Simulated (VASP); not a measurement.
Ni: relaxation of cell and atoms with PBEsol+D3(BJ)

Crystal: Ni.

```
Ni
1.0
     0.00000    1.73500    1.73500
     1.73500    0.00000    1.73500
     1.73500    1.73500    0.00000
Ni
1
Direct
  0.00000 0.00000 0.00000
```

The cell was built by a generator and needn't be a form met in nature.

```json
{
 "Program": "VASP 6.6.1",
 "Task": "relaxation of cell and atoms",
 "Functional": "PBEsol",
 "Dispersion": "D3(BJ)",
 "Potentials or basis": "VASP PAW PBE potentials, release 64 (Ni)",
 "Cutoff": "600 eV",
 "k mesh": "20 × 20 × 20",
 "Occupations": "methfessel-paxton, width 0.1 eV",
 "Spin": "collinear spin, ferromagnetic start",
 "Starting moments": "[0.7] μB",
 "Further INCAR settings": "ALGO = Normal; EDIFF = 1e-07; IBRION = 2; EDIFFG = -0.005; NSW = 40; ISIF = 3"
}
```

- Relaxed volume: 10.07 Å³/atom
- Relaxed cell: a = 2.424 Å, b = 2.424 Å, c = 2.424 Å, α = 60.00°, β = 60.00°, γ = 60.00°
- Space group after relaxing (to 0.05 Å): Fm-3m (No. 225)
- Energy gained by relaxing: 10.0 meV/atom
- Ionic steps: 3
- Pressure after relaxing: 0.0 GPa
- Band gap on the k mesh: none (metal or under the smearing width)
- Net moment: 0.62 μB per cell
- Site moments: Ni +0.62 μB
- Valence electrons inside the program's atomic spheres: Ni 9.46
- Dispersion energy per atom: -0.451 eV

Step by step:
| step | energy change (eV) | largest force (eV/Å) | pressure (GPa) | volume (Å³) |
| --- | --- | --- | --- | --- |
| 1 | 0.0000 | 0.0000 | -8.25 | 10.45 |
| 2 | 0.0047 | 0.0000 | 11.74 | 9.65 |
| 3 | -0.0100 | 0.0000 | -0.02 | 10.07 |

Final structure:
```
Ni
1.0
     0.00000    1.71422    1.71422
     1.71422    0.00000    1.71422
     1.71422    1.71422    0.00000
Ni
1
Cartesian
  0.0000 0.0000 0.0000
```

Levels at points of the mesh, in eV from the Fermi level:
Spin up:
| k point | band 1 | band 2 | band 3 | band 4 | band 5 | band 6 | band 7 | band 8 | band 9 |
| --- | --- | --- | --- | --- | --- | --- | --- | --- | --- |
| (0.00, 0.00, 0.00) | -9.62 | -2.64 | -2.64 | -2.64 | -1.33 | -1.33 | 24.34 | 28.79 | 28.79 |
| (0.50, 0.00, 0.00) | -5.30 | -2.64 | -2.64 | -0.58 | -0.58 | -0.49 | 6.20 | 22.80 | 25.97 |
| (0.50, 0.50, 0.00) | -5.16 | -4.63 | -0.53 | -0.42 | -0.42 | 2.43 | 9.89 | 15.49 | 15.49 |
Spin down:
```
           k point  band 2  band 3  band 4  band 5  band 6  band 7  band 8  band 9
(0.00, 0.00, 0.00)   -1.93   -1.93   -1.93   -0.73   -0.73   24.24   28.78   28.78
(0.50, 0.00, 0.00)   -2.03   -2.03   -0.52    0.16    0.16    6.63   22.70   26.06
(0.50, 0.50, 0.00)   -4.05    0.10    0.40    0.40    2.43   10.16   15.52   15.52
```

It took 54 s on 1 thread of Intel(R) Xeon(R) 6975P-C (Granite Rapids) (shared host), peak memory 0.19 GiB.

Caveat: the PAW data sets were made with another functional, which shifts forces and pressure a little; pairwise dispersion overbinds metals, which lowers pressure and volume.
